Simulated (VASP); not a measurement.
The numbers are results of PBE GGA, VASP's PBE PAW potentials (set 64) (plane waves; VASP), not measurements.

The input files of a VASP run:

**KPOINTS**
```
K-points
0
Gamma
  17 17 9
0 0 0
```

INCAR:
```
SYSTEM = Be
PREC = Accurate; ENCUT = 400; LREAL = .FALSE.
LASPH = .TRUE.; NBANDS = 4
EDIFF = 1E-6; NELM = 100; ALGO = Normal
ISMEAR = 1; SIGMA = 0.1
GGA = PE
ISIF = 2
LWAVE = .FALSE.; LCHARG = .FALSE.
```

POSCAR:
```
Be
1
    1.1247530000    -2.0059650000     0.0000000000
    1.1247530000     2.0059650000     0.0000000000
    0.0000000000     0.0000000000     3.5176900000
Be
2
Direct
  0.3333330000   0.6666670000   0.2500000000
  0.6949610000   0.3616270000   0.7500000000
```

POTCAR, in this order: Be (PBE.64 set). Program: vasp_std.

The run wrote:

OSZICAR:
```
       N       E                     dE             d eps       ncg     rms          rms(c)
DAV:   1    -0.200122595867E+01   -0.20012E+01   -0.15367E+03  5868   0.667E+02
DAV:   2    -0.749621007590E+01   -0.54950E+01   -0.51806E+01  8572   0.789E+01
DAV:   3    -0.757627972960E+01   -0.80070E-01   -0.77121E-01  7816   0.886E+00
DAV:   4    -0.757668582320E+01   -0.40609E-03   -0.40594E-03  8552   0.445E-01
DAV:   5    -0.757668679342E+01   -0.97022E-06   -0.97084E-06  7888   0.133E-02    0.123E+00
DAV:   6    -0.752977419763E+01    0.46913E-01   -0.64941E-03  6364   0.173E+00    0.752E-01
DAV:   7    -0.751098275706E+01    0.18791E-01   -0.73193E-03  6412   0.180E+00    0.297E-02
DAV:   8    -0.751096603228E+01    0.16725E-04   -0.23271E-05  8832   0.656E-02    0.956E-03
DAV:   9    -0.751096490406E+01    0.11282E-05   -0.24716E-06  6988   0.287E-02    0.891E-04
DAV:  10    -0.751096501081E+01   -0.10675E-06   -0.66527E-09  4108   0.115E-03
   1 F= -.75109650E+01 E0= -.75109535E+01  d E =-.344704E-04
```

**OUTCAR**
```
------------------------ aborting loop because EDIFF is reached ----------------------------------------
  FORCE on cell =-STRESS in cart. coord.  units (eV):
  Direction    XX          YY          ZZ          XY          YZ          ZX
  --------------------------------------------------------------------------------------
  Total        0.1334464     -0.5687064      0.4731392     -0.1608843      0.0000000      0.0000000
  in kB       13.4694381    -57.4024781     47.7563872    -16.2388845      0.0000000      0.0000000
  external PRESSURE =       1.2744491 kB  Pullay stress =       0.0000000 kB
  volume of cell :       15.87
      direct lattice vectors                 reciprocal lattice vectors
     1.124753000 -2.005965000  0.000000000     0.444542046 -0.249256592  0.000000000
     1.124753000  2.005965000  0.000000000     0.444542046  0.249256592  0.000000000
     0.000000000  0.000000000  3.517690000     0.000000000  0.000000000  0.284277466
 POSITION                                       TOTAL-FORCE (eV/Angst)
 -----------------------------------------------------------------------------------
      1.12475      0.66866      0.87942         0.238606     -0.090566      0.000000
      1.18840     -0.66866      2.63827        -0.238606      0.090566      0.000000
 -----------------------------------------------------------------------------------
    total drift:                               -0.000000     -0.000000     -0.000000
  FREE ENERGIE OF THE ION-ELECTRON SYSTEM (eV)
  ---------------------------------------------------
  free  energy   TOTEN  =        -7.5109650108 eV

  energy  without entropy=       -7.5109305404  energy(sigma->0) =       -7.51095352
```
(Selected blocks of OUTCAR.)

The compound is Be in the hcp structure. The cell was not relaxed at this level, atoms are displaced from their ideal sites. The run is one of a series of settings (NBANDS = 4 against the base run), some of them coarse on purpose.
